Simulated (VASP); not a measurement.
# Ta11Ag5: core-level shifts

Which atoms of Ta11Ag5 bind their core electrons more tightly, and does the hole change the order?

Main program and level: VASP 6.6.1; PBEsol; plane waves and PAW (Ta_pv, Ag), in the first sound run; inputs show where later runs differ.

### 1. Starting point

The cell holds 16 atoms: 11 Ta and 5 Ag. Cell: a = 7.390 Å, b = 12.365 Å, c = 8.095 Å, α = 102.6°, β = 56.8°, γ = 146.8°. It derives from Ta and Ag. Random alloy: site Ta, solute Ag, share 0.3125, order random, lattice volume linear between typed atomic volumes.

As a file:

```xyz
16
Lattice="-3.3047 6.6094 0.0000 9.9141 -6.6094 3.3047 3.3047 6.6094 -3.3047" Properties=species:S:1:pos:R:3 pbc="T T T"
Ta    0.0000    0.0000    0.0000
Ta    4.9570   -1.6523    1.6523
Ta    8.2617   -1.6523    1.6523
Ta    0.0000    3.3047    0.0000
Ta    1.6523    4.9570   -1.6523
Ta    4.9570    4.9570   -1.6523
Ta    4.9570    1.6523    1.6523
Ta    6.6094    3.3047    0.0000
Ta    8.2617    1.6523    1.6523
Ta    9.9141    3.3047    0.0000
Ta    4.9570    8.2617   -1.6523
Ag    3.3047    0.0000    0.0000
Ag    6.6094    0.0000    0.0000
Ag    9.9141    0.0000    0.0000
Ag    3.3047    3.3047    0.0000
Ag    1.6523    8.2617   -1.6523
```

### 2. Relaxation

The atoms are relaxed first inside the given cell, which is kept (ISIF = 0), since core levels depend on the positions.

Input file INCAR:

```
SYSTEM = Ta11Ag5
PREC = Normal
ENCUT = 330
EDIFF = 1E-05
NELM = 100
ISMEAR = 0
SIGMA = 0.1
LREAL = Auto
ALGO = Fast
GGA = PS
NBANDS = 109
LASPH = .TRUE.
LWAVE = .FALSE.
LCHARG = .FALSE.
KPAR = 4
NCORE = 2
IBRION = 2
NSW = 50
ISIF = 0
EDIFFG = -0.05
```

Input file POSCAR:

```
Ta11Ag5
1.0
   -3.3046902955      6.6093805909      0.0000000000
    9.9140708864     -6.6093805909      3.3046902955
    3.3046902955      6.6093805909     -3.3046902955
Ta Ag
11 5
Direct
    0.0000000000      0.0000000000      0.0000000000
    0.2500000000      0.5625000000      0.0625000000
    0.2500000000      0.8125000000      0.3125000000
    0.5000000000      0.1250000000      0.1250000000
    0.2500000000      0.0625000000      0.5625000000
    0.2500000000      0.3125000000      0.8125000000
    0.7500000000      0.6875000000      0.1875000000
    0.5000000000      0.6250000000      0.6250000000
    0.7500000000      0.9375000000      0.4375000000
    0.5000000000      0.8750000000      0.8750000000
    0.7500000000      0.4375000000      0.9375000000
    0.0000000000      0.2500000000      0.2500000000
    0.0000000000      0.5000000000      0.5000000000
    0.0000000000      0.7500000000      0.7500000000
    0.5000000000      0.3750000000      0.3750000000
    0.7500000000      0.1875000000      0.6875000000
```

Input file KPOINTS:

```
Automatic mesh
0
Gamma
6 3 3
0 0 0
```

PAW data sets: Ta_pv and Ag (PBE family, release 64).

On the command line:

```console
$ mpirun -np 8 vasp_std
```

Output:

```text
[banner, memory and clock lines left out]
running    8 mpi-ranks, on    1 nodes
 distrk:  each k-point on    2 cores,    4 groups
 distr:  one band on    2 cores,    1 groups

 POSCAR found type information on POSCAR TaAg
 POSCAR found :  2 types and      16 ions
|                                                                             |
|               ----> ADVICE to this user running VASP <----                  |
|                                                                             |
|     You enforced a specific xc type in the INCAR file but a different       |
|     [... a line on the potential file left out ...]
|     I HOPE YOU KNOW WHAT YOU ARE DOING!                                     |
|                                                                             |

 LDA part: xc-table for (Slater+PW92), standard interpolation
 POSCAR, INCAR and KPOINTS ok, starting setup
 FFT: planning ... GRIDC
 FFT: planning ... GRID_SOFT
 FFT: planning ... GRID
 WAVECAR not read
 entering main loop
       N       E                     dE             d eps       ncg     rms          rms(c)
DAV:   1     0.144081604746E+04    0.14408E+04   -0.72164E+04  6296   0.120E+03
DAV:   2    -0.811895117814E+02   -0.15220E+04   -0.14620E+04  6607   0.398E+02
DAV:   3    -0.160986485814E+03   -0.79797E+02   -0.75658E+02  7431   0.849E+01
DAV:   4    -0.163450146888E+03   -0.24637E+01   -0.24109E+01  7184   0.134E+01
DAV:   5    -0.163539810711E+03   -0.89664E-01   -0.89387E-01  7720   0.214E+00    0.468E+01
RMM:   6    -0.153864900127E+03    0.96749E+01   -0.63236E+01  6146   0.207E+01    0.259E+01
RMM:   7    -0.150486661354E+03    0.33782E+01   -0.90353E+00  6104   0.886E+00    0.121E+01
RMM:   8    -0.150160366654E+03    0.32629E+00   -0.42966E+00  6137   0.502E+00    0.218E+00
RMM:   9    -0.150053349956E+03    0.10702E+00   -0.93126E-01  6904   0.217E+00    0.117E+00
RMM:  10    -0.150037434287E+03    0.15916E-01   -0.18150E-01  7122   0.871E-01    0.946E-01
RMM:  11    -0.150026668186E+03    0.10766E-01   -0.56156E-02  6533   0.594E-01    0.561E-01
RMM:  12    -0.150026050910E+03    0.61728E-03   -0.25000E-02  6668   0.389E-01    0.241E-01
RMM:  13    -0.150025806587E+03    0.24432E-03   -0.57915E-03  6651   0.190E-01    0.113E-01
RMM:  14    -0.150025921811E+03   -0.11522E-03   -0.21366E-03  7778   0.919E-02    0.851E-02
RMM:  15    -0.150025930154E+03   -0.83423E-05   -0.35956E-04  7056   0.458E-02    0.423E-02
RMM:  16    -0.150025936665E+03   -0.65111E-05   -0.99361E-05  5943   0.243E-02
   1 F= -.15002594E+03 E0= -.14998711E+03  d E =-.150026E+03
 curvature:   0.00 expect dE= 0.000E+00 dE for cont linesearch  0.000E+00
 trial: gam= 0.00000 g(F)=  0.266E+00 g(S)=  0.000E+00 ort = 0.000E+00 (trialstep = 0.100E+01)
 search vector abs. value=  0.266E+00
 bond charge predicted
       N       E                     dE             d eps       ncg     rms          rms(c)
DAV:   1    -0.149904875101E+03    0.12106E+00   -0.51979E+01  6194   0.263E+01    0.142E+00
RMM:   2    -0.150178210790E+03   -0.27334E+00   -0.31083E+00  6283   0.697E+00    0.682E-01
RMM:   3    -0.150221038791E+03   -0.42828E-01   -0.43927E-01  6613   0.248E+00    0.534E-01
RMM:   4    -0.150225561941E+03   -0.45231E-02   -0.75972E-02  7232   0.893E-01    0.361E-01
RMM:   5    -0.150225680719E+03   -0.11878E-03   -0.14826E-02  6773   0.437E-01    0.203E-01
RMM:   6    -0.150225774532E+03   -0.93813E-04   -0.39774E-03  7145   0.203E-01    0.102E-01
RMM:   7    -0.150225801808E+03   -0.27276E-04   -0.10230E-03  6913   0.963E-02    0.710E-02
RMM:   8    -0.150225810335E+03   -0.85266E-05   -0.30927E-04  7170   0.498E-02    0.356E-02
RMM:   9    -0.150225811732E+03   -0.13977E-05   -0.71032E-05  5589   0.247E-02
   2 F= -.15022581E+03 E0= -.15018800E+03  d E =-.199875E+00
[... from here on, the cycles between the ionic steps are left out ...]
   3 F= -.15029018E+03 E0= -.15025357E+03  d E =-.264243E+00
   4 F= -.15034445E+03 E0= -.15030933E+03  d E =-.542745E-01
   5 F= -.15035729E+03 E0= -.15032301E+03  d E =-.671083E-01
   6 F= -.15035765E+03 E0= -.15032352E+03  d E =-.674672E-01
   7 F= -.15037404E+03 E0= -.15034051E+03  d E =-.163923E-01
   8 F= -.15038074E+03 E0= -.15034774E+03  d E =-.230898E-01
   9 F= -.15037558E+03 E0= -.15034375E+03  d E =-.179343E-01
  10 F= -.15038177E+03 E0= -.15034908E+03  d E =-.241214E-01
  11 F= -.15038921E+03 E0= -.15035672E+03  d E =-.744254E-02
  12 F= -.15039040E+03 E0= -.15035801E+03  d E =-.862969E-02
 curvature:  -1.86 expect dE=-0.263E-02 dE for cont linesearch -0.390E-05
 trial: gam= 0.23357 g(F)=  0.141E-02 g(S)=  0.000E+00 ort = 0.137E-03 (trialstep = 0.189E+01)
 search vector abs. value=  0.196E-02
 bond charge predicted
       N       E                     dE             d eps       ncg     rms          rms(c)
DAV:   1    -0.150386900377E+03    0.34981E-02   -0.17559E+00  6184   0.437E+00    0.216E-01
RMM:   2    -0.150391332623E+03   -0.44322E-02   -0.51889E-02  6291   0.956E-01    0.109E-01
RMM:   3    -0.150391800767E+03   -0.46814E-03   -0.70521E-03  6600   0.344E-01    0.792E-02
RMM:   4    -0.150391860526E+03   -0.59759E-04   -0.13061E-03  7076   0.125E-01    0.507E-02
RMM:   5    -0.150391856862E+03    0.36640E-05   -0.27882E-04  6720   0.612E-02    0.263E-02
RMM:   6    -0.150391855933E+03    0.92889E-06   -0.72000E-05  6108   0.291E-02
  13 F= -.15039186E+03 E0= -.15035938E+03  d E =-.145775E-02
 trial-energy change:   -0.001458  1 .order   -0.001373   -0.002724   -0.000022
 step:   1.9008(harm=  1.9033)  dis= 0.00681  next Energy=  -150.391856 (dE=-0.146E-02)
 reached required accuracy - stopping structural energy minimisation
```

Run time: 5 min. Hardware: 8 MPI ranks of Intel Xeon 6975P-C (Granite Rapids), shared host; peak memory 2.4 GiB; 40 min of CPU time.

The logs omit lines about the potential files and the build; timing stands in the text.

Parts of OUTCAR (step 2):

```text
ion  position               nearest neighbor table
   1  0.000  0.000  0.000-  11 2.86   2 2.86   7 2.86   6 2.86   9 2.86   5 2.86  16 2.86   3 2.86
                             4 3.30  10 3.30  14 3.30  12 3.30  13 3.30  13 3.30
   2  0.250  0.562  0.062-   1 2.86   4 2.86  12 2.86  10 2.86  13 2.86   8 2.86  14 2.86  15 2.86
                            11 3.30   7 3.30   3 3.30   6 3.30   5 3.30   5 3.30
   3  0.250  0.812  0.312-  12 2.86  15 2.86  13 2.86   4 2.86  14 2.86  10 2.86   8 2.86   1 2.86
                             9 3.30   7 3.30   5 3.30   2 3.30   6 3.30   6 3.30
   4  0.500  0.125  0.125-   2 2.86   7 2.86  11 2.86   3 2.86  16 2.86   5 2.86   6 2.86   9 2.86
                            12 3.30   1 3.30  10 3.30  15 3.30   8 3.30   8 3.30
   5  0.250  0.062  0.562-  13 2.86   8 2.86  15 2.86  14 2.86   4 2.86   1 2.86  12 2.86  10 2.86
                             9 3.30  16 3.30   3 3.30   6 3.30   2 3.30   2 3.30
   6  0.250  0.312  0.812-  14 2.86  10 2.86   8 2.86   1 2.86  15 2.86  12 2.86   4 2.86  13 2.86
                            11 3.30  16 3.30   5 3.30   2 3.30   3 3.30   3 3.30
   7  0.750  0.688  0.188-   4 2.86  12 2.86  15 2.86   1 2.86   8 2.86  14 2.86  10 2.86  13 2.86
                             3 3.30   2 3.30  11 3.30   9 3.30  16 3.30  16 3.30
   8  0.500  0.625  0.625-   5 2.86  16 2.86   9 2.86   6 2.86   2 2.86   7 2.86  11 2.86   3 2.86
                            13 3.30  14 3.30  15 3.30  10 3.30   4 3.30   4 3.30
   9  0.750  0.938  0.438-  15 2.86  13 2.86  12 2.86   8 2.86   1 2.86  10 2.86   4 2.86  14 2.86
                             5 3.30   3 3.30  16 3.30   7 3.30  11 3.30  11 3.30
  10  0.500  0.875  0.875-   6 2.86  11 2.86  16 2.86   2 2.86   3 2.86   9 2.86   7 2.86   5 2.86
                             1 3.30  14 3.30   8 3.30   4 3.30  15 3.30  15 3.30
  11  0.750  0.438  0.938-  10 2.86   1 2.86  14 2.86   4 2.86  15 2.86  13 2.86   8 2.86  12 2.86
                             6 3.30   2 3.30  16 3.30   7 3.30   9 3.30   9 3.30
  12  0.000  0.250  0.250-   7 2.86   3 2.86   9 2.86   2 2.86  16 2.86   6 2.86  11 2.86   5 2.86
                             4 3.30  15 3.30  13 3.30   1 3.30  14 3.30  14 3.30
  13  0.000  0.500  0.500-   9 2.86   5 2.86  16 2.86   3 2.86   2 2.86  11 2.86   7 2.86   6 2.86
                             8 3.30  15 3.30  12 3.30  14 3.30   1 3.30   1 3.30
  14  0.000  0.750  0.750-  16 2.86   6 2.86  11 2.86   5 2.86   3 2.86   7 2.86   2 2.86   9 2.86
                            10 3.30   8 3.30  13 3.30   1 3.30  12 3.30  12 3.30
  15  0.500  0.375  0.375-   3 2.86   9 2.86   7 2.86   5 2.86  11 2.86   6 2.86   2 2.86  16 2.86
                            12 3.30  13 3.30   8 3.30   4 3.30  10 3.30  10 3.30
  16  0.750  0.188  0.688-   8 2.86  14 2.86  13 2.86  10 2.86   4 2.86  12 2.86   1 2.86  15 2.86
                             5 3.30   6 3.30  11 3.30   9 3.30   7 3.30   7 3.30

  LATTYP: Found a base centered monoclinic cell.
 ALAT       =    13.2187611819
 B/A-ratio  =     0.5000000000
 C/A-ratio  =     0.5590169944
 COS(beta)  =    -0.4472135955

 Subroutine GETGRP returns: Found  1 space group operations
 (whereof  1 operations were pure point group operations)

The static configuration has the point symmetry C_1 .

 Found     28 irreducible k-points:

   k-points           NKPTS =     28   k-points in BZ     NKDIM =     28   number of bands    NBANDS=    109

   dimension x,y,z NGX =    36 NGY =   56 NGZ =   36
   dimension x,y,z NGXF=    72 NGYF=  112 NGZF=   72

   ENCUT  =  330.0 eV  24.25 Ry    4.92 a.u.  10.95 18.32 11.99*2*pi/ulx,y,z

   NELECT =     176.0000    total number of electrons

 k-points in reciprocal lattice and weights: Automatic mesh
   0.00000000  0.00000000  0.00000000       0.019
   0.16666667  0.00000000  0.00000000       0.037
  -0.16666667  0.33333333 -0.33333333       0.037
   0.33333333  0.00000000 -0.00000000       0.037
  -0.33333333 -0.33333333  0.33333333       0.037
   0.50000000  0.00000000  0.00000000       0.019
  -0.00000000  0.33333333 -0.00000000       0.037
   0.00000000 -0.00000000 -0.33333333       0.037
   0.16666667  0.33333333 -0.00000000       0.037
[...]
0.50000000 -0.33333333  0.33333333       0.037
  -0.16666667 -0.33333333  0.33333333       0.037

 average (electrostatic) potential at core
       1 -35.3785       2 -35.9655       3 -35.9440       4 -35.3211       5 -35.9752
       6 -35.9977       7 -35.9978       8 -35.3765       9 -35.9692      10 -35.3054
      11 -35.9696      12 -73.1672      13 -73.2832      14 -73.1872      15 -73.1923
      16 -73.1392

 E-fermi :   6.3983

 k-point     1 :       0.0000    0.0000    0.0000
  band No.  band energies     occupation
    ...
     85       5.7611      2.00000
     86       5.9165      2.00000
     87       6.1014      1.99997
     88       6.2404      1.97446
     89       6.3803      1.20111
     90       6.4950      0.17118
     91       6.6943      0.00003
     92       6.9215      0.00000
     93       7.1476      0.00000
     94       7.2192      0.00000
    ...

 k-point     2 :       0.1667    0.0000    0.0000
  band No.  band energies     occupation
    ...
     85       5.7705      2.00000
     86       5.9421      2.00000
     87       6.0518      2.00000
     88       6.1323      1.99983
     89       6.2985      1.84157
     90       6.5255      0.07190
     91       6.6883      0.00004
     92       6.8169      0.00000
     93       7.0749      0.00000
     94       7.3245      0.00000
    ...

 k-point     3 :      -0.1667    0.3333   -0.3333
  band No.  band energies     occupation
    ...
     85       5.8125      2.00000
     86       5.9431      2.00000
     87       6.0198      2.00000
     88       6.2196      1.98850
     89       6.3672      1.33941
     90       6.4526      0.44235
     91       6.7236      0.00000
     92       6.8727      0.00000
     93       7.0302      0.00000
     94       7.2191      0.00000
    ...

  energy-cutoff  :      330.00
  volume of cell :      288.72
      direct lattice vectors                 reciprocal lattice vectors
    -3.304690295  6.609380591  0.000000000     0.000000000  0.151300108  0.302600217
     9.914070886 -6.609380591  3.304690295     0.075650054  0.037825027  0.151300108
     3.304690295  6.609380591 -3.304690295     0.075650054  0.037825027 -0.151300108

 POSITION                                       TOTAL-FORCE (eV/Angst)
 -----------------------------------------------------------------------------------
      6.62262     -0.03145      3.26982         0.007186     -0.027199      0.006016
      4.96997     -1.72977      1.71717        -0.018592     -0.014858      0.000975
      8.23915     -1.74928      1.71819        -0.001874     -0.009004     -0.005066
      0.05897      3.35731     -0.02896         0.015961      0.018435      0.026595
      1.68909      4.94391     -1.72034         0.004963     -0.007433      0.011589
      4.94086      5.00582     -1.78779         0.009051     -0.003805     -0.003120
      5.03429      1.69480      1.70447        -0.008981     -0.023462     -0.004697
      6.56777      3.36285      0.01742        -0.000722      0.005785     -0.028010
      8.15501      1.69073      1.65412        -0.005562     -0.008790     -0.007235
      9.88999      3.25265      0.02064        -0.011780      0.012851      0.015090
      4.89763      8.36648     -1.59062         0.006059      0.010788     -0.007118
      3.32454      0.06146      0.01468        -0.018588      0.024536     -0.003973
      3.29168      6.55815      0.00653         0.011486      0.012533      0.002184
      9.87702      0.00691      0.02753         0.000244      0.013494      0.014959
      3.35239      3.23528     -0.05102         0.015496     -0.007360     -0.014694
      1.70625      8.23982     -1.66713        -0.004347      0.003491     -0.003493
 -----------------------------------------------------------------------------------
    total drift:                                0.013511      0.026266     -0.006740

  FREE ENERGIE OF THE ION-ELECTRON SYSTEM (eV)
  ---------------------------------------------------
  free  energy   TOTEN  =      -150.3918559332 eV

  energy  without entropy=     -150.3268975296  energy(sigma->0) =     -150.35937673

 reached required accuracy - stopping structural energy minimisation

[... 3 further parts left out ...]
```

CONTCAR:

```
Ta11Ag5
   1.00000000000000
    -3.3046902954999999    6.6093805908999999    0.0000000000000000
     9.9140708863999993   -6.6093805908999999    3.3046902954999999
     3.3046902954999999    6.6093805908999999   -3.3046902954999999
  Ta              Ag
    11     5
Direct
     0.9846911226032201    0.9945370158175150    0.0050877200386328
     0.2579009893427031    0.5703577820466482    0.0507427010501275
     0.2552579585343667    0.8170880303814455    0.2971638919565583
     0.4991968800544619    0.1270692607025264    0.1358338648534563
     0.2274377618566895    0.0544953400370388    0.5750710397934440
     0.2163954386007868    0.2926286459446927    0.8336144285479771
     0.7721961009828897    0.7028366302145777    0.1870639339827805
     0.5140706109902279    0.6266874267340349    0.6214159302536175
     0.7563444293647609    0.9311475003869699    0.4306112351454839
     0.4983730832683749    0.8743333489674837    0.8680872612681129
     0.7845257987434222    0.4463066503203806    0.9276296935556115
     0.0137396795162754    0.2560471147305723    0.2516060872075236
     0.9942227373479127    0.4980653230732923    0.4960907521724727
     0.0093752509550864    0.7516233145497643    0.7432934915228808
     0.4740603320923048    0.3682639392679360    0.3837016665997636
     0.7422118257465167    0.1885126768251214    0.6929863020515570
```

The k-mesh is coarse for a metal. The PAW data sets were made with PBE, which is usual practice but a small mismatch for other functionals.

Step by step:

```tsv
step	energy less that of the first step (eV)	largest force (eV/Å)
1	0.0000	0.9447
2	-0.1999	0.5672
3	-0.2642	0.5533
4	-0.3185	0.2401
5	-0.3314	0.2034
6	-0.3317	0.2074
7	-0.3481	0.1702
8	-0.3548	0.1687
9	-0.3496	0.2907
10	-0.3558	0.1706
11	-0.3633	0.0754
12	-0.3645	0.0772
13	-0.3659	0.0361
```

The atoms that moved most (Å):

```tsv
atom	dx	dy	dz	length
Ta6	-0.016	0.049	-0.135	0.145
Ta11	-0.059	0.105	0.062	0.135
Ta3	-0.023	-0.097	0.066	0.119
Ta9	-0.107	0.038	0.002	0.113
Ta7	0.077	0.042	0.052	0.102
Ta2	0.013	-0.077	0.065	0.102
Ag15	0.048	-0.069	-0.051	0.098
Ta4	0.059	0.053	-0.029	0.084
```

Final coordinates:

```xyz
16
Lattice="-3.3047 6.6094 0.0000 9.9141 -6.6094 3.3047 3.3047 6.6094 -3.3047" Properties=species:S:1:pos:R:3 pbc="T T T"
Ta    0.0132   -0.0314   -0.0349
Ta    4.9700   -1.7298    1.7172
Ta    8.2392   -1.7493    1.7182
Ta    0.0590    3.3573   -0.0290
Ta    1.6891    4.9439   -1.7203
Ta    4.9409    5.0058   -1.7878
Ta    5.0343    1.6948    1.7045
Ta    6.5678    3.3628    0.0174
Ta    8.1550    1.6907    1.6541
Ta    9.8900    3.2527    0.0206
Ta    4.8976    8.3665   -1.5906
Ag    3.3245    0.0615    0.0147
Ag    6.5964   -0.0512    0.0065
Ag    9.8770    0.0069    0.0275
Ag    3.3524    3.2353   -0.0510
Ag    1.7063    8.2398   -1.6671
```

This step gave:

| Property | Result |
| --- | --- |
| free energy (TOTEN) | -150.3919 eV |
| energy at zero smearing | -150.3594 eV |
| Fermi energy | 6.398 eV |

At PBEsol, with these data sets, the largest force is down to 0.036 eV/Å.

(Continued in part 2 of 4.)

[Lines on the potential files, build, host, timing and source positions are cut from VASP's logs without a mark.]

[Logs are printed without paths, hosts, clocks, repeated set-up lines and the standing remarks that a program may print on its own settings, such as how far it seeks lower states.]

[Hosts, paths, dates, database ids (printed as entryN), source tags and the programs' standing remarks are cut or masked in the printed files.]
